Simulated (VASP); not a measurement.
All values below come from LDA (Ceperley-Alder, Perdew-Zunger), VASP's LDA PAW potentials (set 64) (plane waves; VASP 6.6.1).

VASP input:

File KPOINTS:
```
k-points along high-symmetry lines
15
Line-mode
Reciprocal
  0.000000   0.000000   0.000000 ! GAMMA
  0.500000   0.000000   0.500000 ! X

  0.500000   0.000000   0.500000 ! X
  0.625000   0.250000   0.625000 ! U

  0.375000   0.375000   0.750000 ! K
  0.000000   0.000000   0.000000 ! GAMMA

  0.000000   0.000000   0.000000 ! GAMMA
  0.500000   0.500000   0.500000 ! L

  0.500000   0.500000   0.500000 ! L
  0.500000   0.250000   0.750000 ! W

  0.500000   0.250000   0.750000 ! W
  0.500000   0.000000   0.500000 ! X
```

### POSCAR
```
HfO2
1
    0.0000000000     2.4910312255     2.4910312255
    2.4910312255     0.0000000000     2.4910312255
    2.4910312255     2.4910312255    -0.0000000000
Hf O
1 2
Direct
  0.0000000000   0.0000000000   0.0000000000
  0.2500000000   0.2500000000   0.2500000000
  0.7500000000   0.7500000000   0.7500000000
```

INCAR:
```
# general
SYSTEM  = HfO2
PREC    = Accurate
ENCUT   = 520
LREAL   = .FALSE.
LASPH   = .TRUE.
ICHARG  = 11

# electronic loop
EDIFF   = 1E-7
NELM    = 100
ALGO    = Normal
LMAXMIX = 6

# smearing
ISMEAR  = 0
SIGMA   = 0.05

# output
LWAVE   = .FALSE.
LCHARG  = .FALSE.
LORBIT  = 11
```

POTCAR, in this order: Hf_pv O (LDA.64 set). Program: vasp_std. Read from the step before: CHGCAR.

Output of the run:

OSZICAR:
```
       N       E                     dE             d eps       ncg     rms          rms(c)
DAV:   1     0.911083521669E+02    0.91108E+02   -0.12973E+04  2700   0.146E+03
DAV:   2    -0.291619530931E+02   -0.12027E+03   -0.11736E+03  3661   0.312E+02
DAV:   3    -0.325364890832E+02   -0.33745E+01   -0.33705E+01  3337   0.493E+01
DAV:   4    -0.325599014003E+02   -0.23412E-01   -0.23408E-01  3407   0.446E+00
DAV:   5    -0.325601588799E+02   -0.25748E-03   -0.25745E-03  3344   0.404E-01
DAV:   6    -0.325601646262E+02   -0.57463E-05   -0.57460E-05  3436   0.542E-02
DAV:   7    -0.325601648030E+02   -0.17685E-06   -0.17682E-06  3477   0.776E-03
DAV:   8    -0.325601648092E+02   -0.61239E-08   -0.61646E-08  3065   0.132E-03
   1 F= -.32560165E+02 E0= -.32560165E+02  d E =-.252331E-11
```

**OUTCAR**
```
 val. band max:        4.5241810063   @ k =   0.5000   0.0000   0.5000

 cond. band min:       8.2559007679   @ k =   0.5000   0.0000   0.5000



 k-point     1 :       0.0000    0.0000    0.0000
  band No.  band energies     occupation
      1     -24.7390      2.00000
      2     -24.7390      2.00000
      3     -24.7390      2.00000
      4     -14.2879      2.00000
      5     -10.8517      2.00000
      6      -1.2165      2.00000
      7      -1.2165      2.00000
      8      -1.2165      2.00000
      9       3.8856      2.00000
     10       3.8856      2.00000
     11       3.8856      2.00000
     12       8.3247      0.00000
     13       8.3247      0.00000
     14      10.6359      0.00000
     15      15.5650      0.00000

 k-point     2 :       0.0357    0.0000    0.0357
  band No.  band energies     occupation
      1     -24.7476      2.00000
      2     -24.7411      2.00000
      3     -24.7411      2.00000
      4     -14.2597      2.00000
      5     -10.8763      2.00000
      6      -1.2007      2.00000
      7      -1.2007      2.00000
      8      -1.1562      2.00000
      9       3.7423      2.00000
     10       3.8899      2.00000
     11       3.8899      2.00000
     12       8.3427      0.00000
     13       8.3910      0.00000
     14      10.7124      0.00000
     15      15.5068      0.00000

 k-point     3 :       0.0714    0.0000    0.0714
  band No.  band energies     occupation
      1     -24.7727      2.00000
      2     -24.7472      2.00000
      3     -24.7472      2.00000
      4     -14.1759      2.00000
      5     -10.9478      2.00000
      6      -1.1533      2.00000
      7      -1.1533      2.00000
      8      -0.9785      2.00000
      9       3.3540      2.00000
     10       3.9014      2.00000
     11       3.9014      2.00000
     12       8.3964      0.00000
     13       8.5540      0.00000
     14      10.9305      0.00000
     15      15.2770      0.00000

...
```

The density is held fixed in this step, so its total energy and stress have no physical meaning. Unless said otherwise, spin-orbit coupling is left out, though it shifts the bands of the heavy elements here.

The compound is HfO2 in the fluorite structure, the high-temperature cubic form, which is unstable at 0 K; the monoclinic form is the stable one. It was relaxed first, which changed the volume by -6 %.
